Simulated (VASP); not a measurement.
Method: PBE GGA, VASP's PBE PAW potentials (set 64) (plane waves; VASP).

A VASP calculation is set up with these files.

**POSCAR**
```
Y
1.0
  1.8250000000  -3.1609930000   0.0000000000
  1.8250000000   3.1609930000   0.0000000000
  0.0000000000   0.0000000000   5.7300000000
Y
2
Cart
  1.8250000000   1.0536664407   1.4325000000
  1.8250000000  -1.0536664407   4.2975000000
```

INCAR:
```
GGA = PE   ! PBE
LMAXMIX = 4
PREC = Accurate
NELM = 100
LCHARG = .FALSE.
ISMEAR = -1   ! Fermi-Dirac
LREAL = .FALSE.   ! projection in real space or not
EDIFF = 1E-6   ! SCF stop (eV)
SYSTEM = Y
ALGO = Normal
LASPH = .TRUE.   ! aspherical one-centre terms
SIGMA = 0.1
ISIF = 2
LWAVE = .FALSE.
ENCUT = 300   ! plane-wave cut-off (eV)
```

File KPOINTS:
```
Automatic mesh
0
Gamma
10 10 6
0 0 0
```

POTCAR, in this order: Y_sv (PBE.64 set). Program: vasp_std.

What VASP printed:

### OSZICAR
```
       N       E                     dE             d eps       ncg     rms          rms(c)
DAV:   1     0.656967666522E+02    0.65697E+02   -0.89612E+03  1751   0.954E+02
DAV:   2    -0.669725094835E+01   -0.72394E+02   -0.71470E+02  2139   0.220E+02
DAV:   3    -0.132159795555E+02   -0.65187E+01   -0.64789E+01  3107   0.406E+01
DAV:   4    -0.133255511045E+02   -0.10957E+00   -0.10947E+00  1908   0.607E+00
DAV:   5    -0.133280758924E+02   -0.25248E-02   -0.25247E-02  2311   0.755E-01    0.328E+01
DAV:   6    -0.129940750628E+02    0.33400E+00   -0.43982E-01  1680   0.473E+00    0.203E+01
DAV:   7    -0.129353879834E+02    0.58687E-01   -0.86067E-01  2087   0.608E+00    0.179E+00
DAV:   8    -0.129251387050E+02    0.10249E-01   -0.17731E-01  2002   0.271E+00    0.132E+00
DAV:   9    -0.129240394566E+02    0.10992E-02   -0.41173E-03  2383   0.447E-01    0.388E-01
DAV:  10    -0.129241817745E+02   -0.14232E-03   -0.21249E-03  1701   0.438E-01    0.426E-01
DAV:  11    -0.129240870739E+02    0.94701E-04   -0.19008E-04  1975   0.125E-01    0.505E-02
DAV:  12    -0.129240829037E+02    0.41702E-05   -0.28732E-05  1899   0.480E-02    0.191E-02
DAV:  13    -0.129240840737E+02   -0.11700E-05   -0.47342E-06  1796   0.211E-02    0.158E-03
DAV:  14    -0.129240841655E+02   -0.91823E-07   -0.11888E-07  1022   0.245E-03
   1 F= -.12924084E+02 E0= -.12863247E+02  d E =-.121675E+00
```

**OUTCAR**
```
------------------------ aborting loop because EDIFF is reached ----------------------------------------
  FORCE on cell =-STRESS in cart. coord.  units (eV):
  Direction    XX          YY          ZZ          XY          YZ          ZX
  --------------------------------------------------------------------------------------
  Total       -0.1290224     -0.1290224     -0.2785663      0.0000000      0.0000000      0.0000000
  in kB       -3.1268318     -3.1268323     -6.7509998      0.0000000      0.0000000      0.0000000
  external PRESSURE =      -4.3348880 kB  Pullay stress =       0.0000000 kB
  volume of cell :       66.11
      direct lattice vectors                 reciprocal lattice vectors
     1.825000000 -3.160993000  0.000000000     0.273972603 -0.158178142  0.000000000
     1.825000000  3.160993000  0.000000000     0.273972603  0.158178142  0.000000000
     0.000000000  0.000000000  5.730000000     0.000000000  0.000000000  0.174520070
 POSITION                                       TOTAL-FORCE (eV/Angst)
 -----------------------------------------------------------------------------------
      1.82500      1.05367      1.43250        -0.000000     -0.000000      0.000000
      1.82500     -1.05367      4.29750         0.000000      0.000000      0.000000
 -----------------------------------------------------------------------------------
    total drift:                                0.000000      0.000520     -0.000010
  FREE ENERGIE OF THE ION-ELECTRON SYSTEM (eV)
  ---------------------------------------------------
  free  energy   TOTEN  =       -12.9240841655 eV

  energy  without entropy=      -12.8024088601  energy(sigma->0) =      -12.86324651
```
(Selected blocks of OUTCAR.)

File OUTCAR:
```
 val. band max:        2.9559428778   @ k =   0.4000  -0.0000   0.0000

 cond. band min:       2.9814129269   @ k =   0.4000  -0.0000   0.1667


 Fermi energy:         2.9706504027

 k-point     1 :       0.0000    0.0000    0.0000
  band No.  band energies     occupation
      1     -39.7309      2.00000
      2     -39.6599      2.00000
      3     -20.0004      2.00000
      4     -19.5329      2.00000
      5     -19.5329      2.00000
      6     -19.4458      2.00000
      7     -19.4458      2.00000
      8     -19.4179      2.00000
      9      -1.7008      2.00000
     10       1.1265      2.00000
     11       3.8350      0.00035
     12       4.7194      0.00000
     13       4.7195      0.00000
     14       5.0100      0.00000
     15       5.3180      0.00000

 k-point     2 :       0.1000   -0.0000    0.0000
  band No.  band energies     occupation
      1     -39.7262      2.00000
      2     -39.6583      2.00000
      3     -19.9831      2.00000
      4     -19.5677      2.00000
      5     -19.5447      2.00000
      6     -19.4823      2.00000
      7     -19.4503      2.00000
      8     -19.4261      2.00000
      9      -1.4908      2.00000
     10       1.3230      2.00000
     11       3.6257      0.00285
     12       4.2603      0.00001
     13       4.9150      0.00000
     14       5.0852      0.00000
     15       5.3455      0.00000

 k-point     3 :       0.2000   -0.0000    0.0000
  band No.  band energies     occupation
      1     -39.7133      2.00000
      2     -39.6542      2.00000
      3     -19.9348      2.00000
      4     -19.6592      2.00000
      5     -19.5750      2.00000
      6     -19.5744      2.00000
      7     -19.4634      2.00000
      8     -19.4506      2.00000
      9      -0.9006      2.00000
     10       1.8110      1.99998
     11       3.1459      0.29551
     12       3.6167      0.00312
     13       4.6398      0.00000
     14       5.0456      0.00000
     15       5.1607      0.00000
...
```

At this cut-off the stress carries a Pulay error, which pulls relaxed volumes low.

The structure is a typed Y crystal (P6_3/mmc). The cell was not relaxed at this level.
